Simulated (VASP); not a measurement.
Here is the system:

```
HfO2
1.0
    0.00000     2.51008     2.51008
    2.51008     0.00000     2.51008
    2.51008     2.51008     0.00000
Hf O
1 2
Cartesian
  0.00000   0.00000   0.00000
  1.25504   1.25504   1.25504
  3.76513   3.76513   3.76513
```

The numbers are results of PBEsol GGA, VASP's PBE PAW potentials (set 64) (plane waves; VASP), not measurements. Settings: 520 eV cut-off, 10×10×10 Γ-centred mesh, Gaussian smearing of 0.010 eV, potentials Hf_pv O.

**Question.** Give the direction-averaged independent-particle dielectric function (no local fields, no excitons; a broadening of 0.1 eV leaves a tail below the gap, and fine structure carries the noise of the k-mesh).

**Answer.** 
```csv
ħω (eV),ε₁,ε₂
0.00,5.46,0.00
0.40,5.47,0.01
0.80,5.50,0.01
1.20,5.55,0.02
1.60,5.64,0.02
2.00,5.75,0.03
2.40,5.90,0.04
2.80,6.10,0.06
3.20,6.37,0.08
3.60,6.75,0.12
4.00,7.34,0.20
4.40,8.48,0.65
4.80,9.36,2.56
5.20,7.58,3.90
5.60,6.83,3.49
6.00,7.13,3.48
6.40,6.87,4.64
6.80,7.89,4.25
7.20,7.36,6.40
7.60,6.56,6.19
8.00,6.66,8.30
8.40,2.53,8.81
8.80,3.72,8.93
9.20,1.51,10.11
9.60,-1.99,9.30
10.00,-2.00,7.28
10.40,-2.06,4.68
10.80,-1.50,3.91
11.20,-0.89,3.52
11.60,-1.04,4.30
12.00,-0.70,3.84
12.40,-1.82,3.15
12.80,-1.60,2.16
13.20,-1.01,1.76
13.60,-0.70,1.35
14.00,-0.15,1.52
14.40,-0.27,1.39
14.80,-0.12,1.55
15.20,-0.23,1.14
15.70,-0.16,0.92
```
ε₂ peaks at 8.3 eV (height 10.9), 9.5 eV (height 10.3); ε₁(0) averages 5.46, so the electronic refractive index below the gap tends to √5.46 = 2.34.

The structure comes from a measured HfO2 entry (Fm-3m) of the Crystallography Open Database, whose conditions weren't checked. It was relaxed first, which changed the volume by -5 %.
